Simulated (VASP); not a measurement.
Wanted: the native input for a VASP 6.6.1 run.

| Property | Result |
| --- | --- |
| Task | single point |
| Functional | PBEsol |
| Potentials or basis | VASP PAW PBE potentials, release 64 (C, Se) |
| Cutoff | 520 eV |
| k mesh | 2 × 2 × 1 |
| Occupations | fermi-dirac, width 0.05 eV |
| Spin | no spin polarisation |
| Dipole correction | no |
| Further INCAR settings | LREAL = Auto; ALGO = Fast; EDIFF = 1e-06; NBANDS = 54 |

The structure of C18Se lies in POSCAR:

```
C18Se
1.0
    7.3980000000      0.0000000000      0.0000000000
   -3.6990000000      6.4068560000      0.0000000000
    0.0000000000      0.0000000000     12.0000000000
C Se
18 1
Direct
    0.0066180899      0.0050358553      0.0782504167
    0.2295367178      0.1171810323      0.0783794167
    0.0079263254      0.3380527048      0.0769244167
    0.2258597018      0.4454036426      0.0830071667
    0.0025433613      0.6687106749      0.0831347500
    0.2269827423      0.7846616187      0.1024863333
    0.3429132770      0.0090782437      0.0830785000
    0.5608466647      0.1164313666      0.0768820833
    0.3392808475      0.3373308219      0.0782803333
    0.5621826929      0.4494605466      0.0780559167
    0.3418009420      0.6698368123      0.1023943333
    0.5662100673      0.7857507645      0.0829756667
    0.6735866891      0.0037024400      0.0768807500
    0.8963164636      0.1153055414      0.0748538333
    0.6724548539      0.3391686968      0.0747628333
    0.8951870791      0.4507488540      0.0769205000
    0.6743225085      0.6723703483      0.0782826667
    0.8944690403      0.7821102894      0.0784038333
    0.2845782940      0.7273004107      0.2660455000
```

The cell was built by a generator and needn't be a form met in nature.

These files were run (other wordings do the same):

INCAR

```
SYSTEM = C18Se
PREC = Accurate
ENCUT = 520
EDIFF = 1E-6
ISMEAR = -1
SIGMA = 0.05
LREAL = Auto
LASPH = .TRUE.
NELM = 100
ALGO = Fast
ISIF = 2
LWAVE = .FALSE.
LCHARG = .FALSE.
GGA = PS
NBANDS = 54
```

KPOINTS

```
Automatic mesh
0
G
  2 2 1
  0 0 0
```

Potentials or basis: VASP PAW PBE potentials, release 64 (C, Se).

Run with:

```sh
$ cat potpaw_PBE.64/C/POTCAR potpaw_PBE.64/Se/POTCAR > POTCAR
$ mpirun -np 1 vasp_std > vasp.out
```

Results of the run:

The largest force is 0.080 eV/Å and the band gap on the k mesh is 0.27 eV, direct.

Caveat: the k mesh is coarse (spacing up to 0.49 Å⁻¹), so the values aren't converged; the PAW data sets were made with another functional, which shifts forces and pressure a little.

Wall time 5.5 min on 1 thread of AMD EPYC 7R13 Processor (Zen 3), on a shared host, peak memory 0.57 GiB.
